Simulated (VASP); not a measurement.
Level of theory: PW91 GGA, VASP's PBE PAW potentials (set 64) (plane waves; VASP).

VASP ran on this input.

File POSCAR:
```
CaO
1
    0.0000000000     2.4629775292     2.4629775292
    2.4629775292     0.0000000000     2.4629775292
    2.4629775292     2.4629775292     0.0000000000
Ca O
1 1
Direct
  0.0000000000   0.0000000000   0.0000000000
  0.5000000000   0.5000000000   0.5000000000
```

KPOINTS:
```
Automatic mesh
0
Gamma
9 9 9
0 0 0
```

### INCAR
```
ENCUT=520   ! plane-wave cut-off (eV)
ALGO=Normal
GGA=91
ISMEAR=0
PREC=Accurate
SYSTEM=CaO
LASPH=T
SIGMA=0.05   ! width (eV)
EDIFF=1E-7
LREAL=F   ! projection in real space or not
LWAVE=F
ISIF=2   ! forces and stress, cell fixed
LCHARG=F
NELM=100
```

POTCAR, in this order: Ca_sv O (PBE.64 set). Program: vasp_std.

Output

**OSZICAR**
```
       N       E                     dE             d eps       ncg     rms          rms(c)
DAV:   1     0.130462495013E+03    0.13046E+03   -0.84981E+03   840   0.134E+03
DAV:   2    -0.805921306563E+01   -0.13852E+03   -0.13155E+03   984   0.336E+02
DAV:   3    -0.144828103090E+02   -0.64236E+01   -0.63709E+01  1076   0.750E+01
DAV:   4    -0.147126433263E+02   -0.22983E+00   -0.22963E+00  1236   0.128E+01
DAV:   5    -0.147157124204E+02   -0.30691E-02   -0.30690E-02  1076   0.140E+00    0.871E+00
DAV:   6    -0.129970221259E+02    0.17187E+01   -0.95660E+00   960   0.278E+01    0.389E+00
DAV:   7    -0.129350220911E+02    0.62000E-01   -0.81226E-01  1184   0.855E+00    0.177E+00
DAV:   8    -0.129319084330E+02    0.31137E-02   -0.82929E-02   880   0.324E+00    0.432E-01
DAV:   9    -0.129297787356E+02    0.21297E-02   -0.24241E-02  1072   0.119E+00    0.134E-01
DAV:  10    -0.129301964493E+02   -0.41771E-03   -0.22362E-03   896   0.463E-01    0.290E-02
DAV:  11    -0.129302278581E+02   -0.31409E-04   -0.40841E-04  1216   0.157E-01    0.310E-02
DAV:  12    -0.129302125238E+02    0.15334E-04   -0.61235E-05  1004   0.807E-02    0.558E-03
DAV:  13    -0.129302125083E+02    0.15561E-07   -0.44576E-06  1080   0.201E-02    0.893E-04
DAV:  14    -0.129302123700E+02    0.13824E-06   -0.19887E-07   892   0.562E-03    0.716E-04
DAV:  15    -0.129302124313E+02   -0.61242E-07   -0.61271E-08   556   0.305E-03
   1 F= -.12930212E+02 E0= -.12930212E+02  d E =-.719698E-21
```

**OUTCAR**
```
------------------------ aborting loop because EDIFF is reached ----------------------------------------
  FORCE on cell =-STRESS in cart. coord.  units (eV):
  Direction    XX          YY          ZZ          XY          YZ          ZX
  --------------------------------------------------------------------------------------
  Total       -1.0257165     -1.0257165     -1.0257165     -0.0000000      0.0000000      0.0000000
  in kB      -54.9954283    -54.9954283    -54.9954283     -0.0000000      0.0000000      0.0000000
  external PRESSURE =     -54.9954283 kB  Pullay stress =       0.0000000 kB
  volume of cell :       29.88
      direct lattice vectors                 reciprocal lattice vectors
     0.000000000  2.462977529  2.462977529    -0.203006318  0.203006318  0.203006318
     2.462977529  0.000000000  2.462977529     0.203006318 -0.203006318  0.203006318
     2.462977529  2.462977529  0.000000000     0.203006318  0.203006318 -0.203006318
  FREE ENERGIE OF THE ION-ELECTRON SYSTEM (eV)
  ---------------------------------------------------
  free  energy   TOTEN  =       -12.9302124313 eV

  energy  without entropy=      -12.9302124313  energy(sigma->0) =      -12.93021243
```
(Selected blocks of OUTCAR.)

The compound is CaO in the rock salt structure. This cell is one point of a volume scan, at 1.06 of the reference volume.
